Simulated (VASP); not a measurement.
# NbZn4 in VASP: the effect of target pressure

The system is NbZn4.

```
Nb Zn
1.0
     4.46135    0.00000    0.00000
     0.00000    4.46135    0.00000
     0.00000    0.00000    4.46135
Nb Zn
1 4
Direct
  0.00000 0.00000 0.00000
  0.50000 0.50000 0.50000
  0.00000 0.50000 0.50000
  0.50000 0.00000 0.50000
  0.50000 0.50000 0.00000
```

The cell was built by a generator and needn't be a form met in nature.

Alike in all runs:

* Program: VASP 6.6.1
* Task: relaxation of cell and atoms
* Functional: LDA
* Potentials or basis: VASP PAW LDA potentials, release 64 (Nb_sv, Zn)
* Cutoff: 600 eV
* k mesh: 5 × 5 × 5
* Occupations: fermi-dirac, width 0.05 eV
* Spin: no spin polarisation

Each run relaxes the cell or the atoms first.

```csv
target pressure,target pressure,relaxed volume (Å³/atom)
0 GPa,-,16.30
2 GPa,2 GPa,16.00
5 GPa,5 GPa,?
10 GPa,10 GPa,15.07
20 GPa,20 GPa,14.24
30 GPa,30 GPa,13.60
```

Question: What does the run with target pressure 5 GPa give?

Answer: Relaxed volume 15.61 Å³/atom.

Worked out: In Murnaghan's law V^(-B') rises as a straight line in P. The other rows fit best with B' = 4.6, V0 = 16.30 Å³/atom and B0 = 107 GPa, which gives 15.62 Å³/atom at 5 GPa, against the run's 15.61.

Caveats: the cell is relaxed towards a set pressure, so the enthalpy falls and the energy may rise (some runs); the volume moved by over 15 % at a fixed basis, so the end points are rough (some runs).
